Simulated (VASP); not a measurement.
Here is the system:

```
CdZnSe2
1.0
    4.12422     0.00000     0.00000
   -2.06211     3.57168     0.00000
    0.00000     0.00000     6.82785
Zn Cd Se
1 1 2
Direct
  0.00000   0.00000   0.00133
  0.66667   0.33333   0.49317
  0.66667   0.33333   0.10893
  0.00000   0.00000   0.64458
```

The numbers are results of PBEsol GGA, VASP's PBE PAW potentials (set 64) (plane waves; VASP 6.6.1), not measurements. Run with 400 eV cut-off, 7×7×4 Γ-centred mesh, tetrahedra with Blöchl corrections, potentials Zn Cd Se.

The cores are frozen, which limits the accuracy of field gradients.

### Question
Give the principal components of the electric field gradient (V/Å²) and the asymmetry η at each nucleus.

### Answer

| atom | Vxx | Vyy | Vzz | η |
|---|---|---|---|---|
| Zn1 | 3.0 | 3.0 | -5.9 | 0.00 |
| Cd2 | 2.9 | 2.9 | -5.9 | 0.00 |
| Se3 | 9.9 | 9.9 | -19.9 | 0.00 |
| Se4 | -27.2 | -27.2 | 54.4 | 0.00 |

The structure comes from a computed database's ZnCdSe2 entry (P3m1); how it stands against other phases isn't given here. It was relaxed first, which changed the volume by -6 %.
